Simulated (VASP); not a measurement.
# NiPNF: single point with r2SCAN+U

Crystal: NiPNF.

```
CELL_PARAMETERS angstrom
3.50804 0.00000 0.00000
0.00000 3.50804 0.00000
0.00000 0.00000 7.97756
ATOMIC_POSITIONS crystal
N 0.25000 0.25000 0.33343
N 0.75000 0.75000 0.66657
Ni 0.25000 0.75000 0.00000
Ni 0.75000 0.25000 0.00000
P 0.75000 0.75000 0.14440
P 0.25000 0.25000 0.85560
F 0.25000 0.75000 0.50000
F 0.75000 0.25000 0.50000
```

The cell was built by a generator and needn't be a form met in nature.

| Property | Result |
| --- | --- |
| Program | VASP 6.6.1 |
| Task | single point |
| Functional | r2SCAN |
| Potentials or basis | VASP PAW PBE potentials, release 64 (N, Ni, P, F) |
| Cutoff | 520 eV |
| k mesh | 7 × 7 × 3 |
| Occupations | fermi-dirac, width 0.1 eV |
| Spin | no spin polarisation |
| Hubbard terms | Ni d U = 4.58 eV |
| Dipole correction | no |
| Further INCAR settings | ALGO = Normal; EDIFF = 1e-06; NBANDS = 37 |

The pressure is -0.5 GPa. The largest force is 2.706 eV/Å, the band gap on the k mesh is none (metal or under the smearing width) and the valence electrons inside the program's atomic spheres are N 3.19; Ni 10.12; P 2.44; F 5.91.

Forces in eV/Å, atoms in the order of the input:
```
N    0.000  0.000  0.031
N    0.000  0.000 -0.031
Ni   0.000  0.000  0.000
Ni   0.000  0.000  0.000
P    0.000  0.000  2.706
P    0.000  0.000 -2.706
F    0.000  0.000  0.000
F    0.000  0.000  0.000
```

Stress tensor (GPa, compression positive):
```
 2.03  0.00  0.00
 0.00  2.03  0.00
 0.00  0.00 -5.48
```

Levels at points of the mesh, in eV from the Fermi level:
```tsv
k point	band 23	band 24	band 25	band 26	band 27	band 28	band 29	band 30	band 31	band 32
(0.00, 0.00, 0.00)	-1.15	-1.15	-0.84	-0.46	-0.32	-0.32	-0.01	0.75	0.75	2.89
```

Eigenvalues of the final occupation matrices:
| site | spin | trace | eigenvalues |
| --- | --- | --- | --- |
| site 3 d | 1 | 4.43 | 0.87 0.88 0.88 0.88 0.92 |
| site 3 d | 2 | 4.43 | 0.87 0.88 0.88 0.88 0.92 |
| site 4 d | 1 | 4.43 | 0.87 0.88 0.88 0.88 0.92 |
| site 4 d | 2 | 4.43 | 0.87 0.88 0.88 0.88 0.92 |

It took 3.4 min on 1 thread of Intel(R) Xeon(R) Platinum 8488C (Sapphire Rapids) (shared host), peak memory 0.25 GiB.

Caveat: the PAW data sets were made with another functional, which shifts forces and pressure a little; the run has no spin polarisation, though such a crystal can be magnetic; U without spin polarisation on a metal has little footing. Spin polarisation is off, so any magnetic state and its effect on volume and gap are missing.
